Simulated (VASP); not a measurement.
Given:

```
AuBi3
1.0
    4.74508     0.00000     0.00000
    0.00000     4.74508     0.00000
    0.00000     0.00000     4.74508
Bi Au
3 1
Direct
  0.00000   0.50000   0.50000
  0.50000   0.00000   0.50000
  0.50000   0.50000   0.00000
  0.00000   0.00000   0.00000
```

The numbers are results of PBEsol GGA, VASP's PBE PAW potentials (set 64) (plane waves; VASP 6.6.1), not measurements. Settings: 400 eV cut-off, Gaussian smearing of 0.050 eV, potentials Bi_d Au.

Unless said otherwise, spin-orbit coupling is left out, though it shifts the bands of the heavy elements here.

Estimate the band gap (along the path) with the smallest direct gap where there is one.

The band gap (along the path) is none (metal, semimetal or under 0.01 eV).

The structure comes from a computed database's Bi3Au entry (Pm-3m); how it stands against other phases isn't given here. It was relaxed first.
